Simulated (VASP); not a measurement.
HfN:

```
CELL_PARAMETERS angstrom
0.00000 2.25600 2.25600
2.25600 0.00000 2.25600
2.25600 2.25600 0.00000
ATOMIC_POSITIONS crystal
Hf 0.00000 0.00000 0.00000
N 0.50000 0.50000 0.50000
```

* Program: VASP 6.6.1
* Task: relaxation of cell and atoms
* Functional: PBE
* Potentials or basis: VASP PAW PBE potentials, release 64 (Hf_pv, N)
* Cutoff: 600 eV
* k mesh: 15 × 15 × 15
* Occupations: methfessel-paxton, width 0.1 eV
* Spin: no spin polarisation

At the start: pressure 4.0 GPa; volume 11.48 Å³/atom.

**Question.** Where does the relaxation end?

**Answer.** Over 3 steps the energy falls by 2.1 meV/atom and the volume is 11.65 Å³/atom (+1.5 %); space group Fm-3m (No. 225, to 0.05 Å).

Step by step:
| step | energy change (eV) | largest force (eV/Å) | pressure (GPa) | volume (Å³) |
| --- | --- | --- | --- | --- |
| 1 | 0.0000 | 0.0000 | 4.04 | 22.96 |
| 2 | 0.0101 | 0.0000 | -6.91 | 23.94 |
| 3 | -0.0042 | 0.0000 | -0.03 | 23.30 |

Final structure:
```yaml
crystal:
  lattice:
    - [0.00000, 2.26699, 2.26699]
    - [2.26699, 0.00000, 2.26699]
    - [2.26699, 2.26699, 0.00000]
  atoms:
    - { symbol: Hf, position: [0.00000, 0.00000, 0.00000] }
    - { symbol: N, position: [0.50000, 0.50000, 0.50000] }
```
